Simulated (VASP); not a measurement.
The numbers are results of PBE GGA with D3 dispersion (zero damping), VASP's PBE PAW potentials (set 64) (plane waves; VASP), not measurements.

VASP input:

**INCAR**
```
! general
SYSTEM =La2O3
PREC   =Accurate
ENCUT  =520
LREAL  =.FALSE.
LASPH  =.TRUE.
ICHARG =11

! electronic loop
EDIFF  =1E-7
NELM   =100
ALGO   =Normal
LMAXMIX=6

! smearing
ISMEAR =0
SIGMA  =0.05

! functional
GGA    =PE
IVDW   =11

! output
LWAVE  =.FALSE.
LCHARG =.FALSE.
LORBIT =11
```

POSCAR:
```
La2O3
1
    1.9596715370    -3.3942505788     0.0000000000
    1.9596715370     3.3942505788     0.0000000000
    0.0000000000     0.0000000000     6.1050325385
La O
2 3
Direct
  0.3333330000   0.6666670000   0.2458258410
  0.6666670000   0.3333330000   0.7541741590
  0.0000000000   0.0000000000   0.0000000000
  0.3333330000   0.6666670000   0.6462239962
  0.6666670000   0.3333330000   0.3537760038
```

KPOINTS:
```
k-points along high-symmetry lines
10
Line-mode
Reciprocal
  0.000000   0.000000   0.000000 ! GAMMA
  0.500000   0.000000   0.000000 ! M

  0.500000   0.000000   0.000000 ! M
  0.333333   0.333333   0.000000 ! K

  0.333333   0.333333   0.000000 ! K
  0.000000   0.000000   0.000000 ! GAMMA

  0.000000   0.000000   0.000000 ! GAMMA
  0.000000   0.000000   0.500000 ! A

  0.000000   0.000000   0.500000 ! A
  0.500000   0.000000   0.500000 ! L

  0.500000   0.000000   0.500000 ! L
  0.333333   0.333333   0.500000 ! H

  0.333333   0.333333   0.500000 ! H
  0.000000   0.000000   0.500000 ! A

  0.500000   0.000000   0.500000 ! L
  0.500000   0.000000   0.000000 ! M

  0.333333   0.333333   0.500000 ! H
  0.333333   0.333333   0.000000 ! K
```

POTCAR, in this order: La O (PBE.64 set). Program: vasp_std. Read from the step before: CHGCAR.

Output of the run:

File OSZICAR:
```
       N       E                     dE             d eps       ncg     rms          rms(c)
DAV:   1     0.436990113397E+03    0.43699E+03   -0.15794E+04  4376   0.257E+03
DAV:   2     0.672515990811E+02   -0.36974E+03   -0.36457E+03  6400   0.400E+02
DAV:   3    -0.260762210992E+02   -0.93328E+02   -0.92123E+02  8344   0.207E+02
DAV:   4    -0.409524638006E+02   -0.14876E+02   -0.14350E+02  8000   0.772E+01
DAV:   5    -0.417662881803E+02   -0.81382E+00   -0.81349E+00  7848   0.195E+01
DAV:   6    -0.418316251926E+02   -0.65337E-01   -0.65333E-01  8016   0.523E+00
DAV:   7    -0.418354469796E+02   -0.38218E-02   -0.38217E-02  7992   0.143E+00
DAV:   8    -0.418357778911E+02   -0.33091E-03   -0.33091E-03  7896   0.400E-01
DAV:   9    -0.418358031214E+02   -0.25230E-04   -0.25230E-04  7992   0.107E-01
DAV:  10    -0.418358055730E+02   -0.24516E-05   -0.24517E-05  7936   0.318E-02
DAV:  11    -0.418358057802E+02   -0.20717E-06   -0.20718E-06  6352   0.935E-03
DAV:  12    -0.418358057982E+02   -0.18068E-07   -0.18058E-07  4968   0.327E-03
   1 F= -.42782416E+02 E0= -.42782416E+02  d E =-.760548E-17
```

OUTCAR:
```
 val. band max:        6.0442409640   @ k =   0.2593   0.2593   0.5000

 cond. band min:       9.9180116178   @ k =   0.5000   0.0000   0.0000



 k-point     1 :       0.0000    0.0000    0.0000
  band No.  band energies     occupation
      1     -23.7523      2.00000
      2     -23.5022      2.00000
      3     -10.9124      2.00000
      4      -9.6531      2.00000
      5      -9.2135      2.00000
      6      -7.2138      2.00000
      7      -7.2137      2.00000
      8      -6.9775      2.00000
      9      -6.9774      2.00000
     10      -6.8770      2.00000
     11      -6.1385      2.00000
     12       3.6432      2.00000
     13       3.6432      2.00000
     14       3.8404      2.00000
     15       3.8404      2.00000
     16       3.9535      2.00000
     17       4.3734      2.00000
     18       5.6585      2.00000
     19       5.6585      2.00000
     20       5.9256      2.00000
     21      10.3901      0.00000
     22      10.6624      0.00000
     23      10.6624      0.00000
     24      11.2723      0.00000

 k-point     2 :       0.0556    0.0000    0.0000
  band No.  band energies     occupation
      1     -23.7467      2.00000
      2     -23.4998      2.00000
      3     -10.9106      2.00000
      4      -9.7166      2.00000
      5      -9.2644      2.00000
      6      -7.2274      2.00000
      7      -7.1626      2.00000
      8      -6.9813      2.00000
      9      -6.9339      2.00000
     10      -6.8839      2.00000
     11      -6.1412      2.00000
     12       3.6780      2.00000
     13       3.6817      2.00000
     14       3.7607      2.00000
     15       3.8608      2.00000
     16       3.9658      2.00000
     17       4.4906      2.00000
     18       5.6112      2.00000
     19       5.6551      2.00000
     20       5.9103      2.00000
     21      10.4286      0.00000
     22      10.6655      0.00000
     23      10.6861      0.00000
     24      11.3856      0.00000

...
```

The density is held fixed in this step, so its total energy and stress have no physical meaning.

The compound is La2O3 in the a-type structure. It was relaxed first.
